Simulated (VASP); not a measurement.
Input:

```yaml
crystal:
  lattice:
    - [-1.59134, 1.59134, 1.59134]
    - [1.59134, -1.59134, 1.59134]
    - [1.59134, 1.59134, -1.59134]
  atoms:
    - { symbol: W, position: [0.00000, 0.00000, 0.00000] }
```

Computed with AM05 GGA, VASP's PBE PAW potentials (set 64) (plane waves; VASP 6.6.1). Run with 520 eV cut-off, 16×16×16 Γ-centred mesh, first-order Methfessel-Paxton smearing of 0.10 eV, potentials W_sv.

Task: Give the stress tensor in GPa (positive for a compressed cell).

Result: 
```
-9.67   0.00   0.00
 0.00  -9.67   0.00
 0.00   0.00  -9.67
```
The pressure is its mean diagonal, -9.67 GPa.

The compound is W in the bcc structure. This cell is one point of a volume scan, at 1.03 of the reference volume.
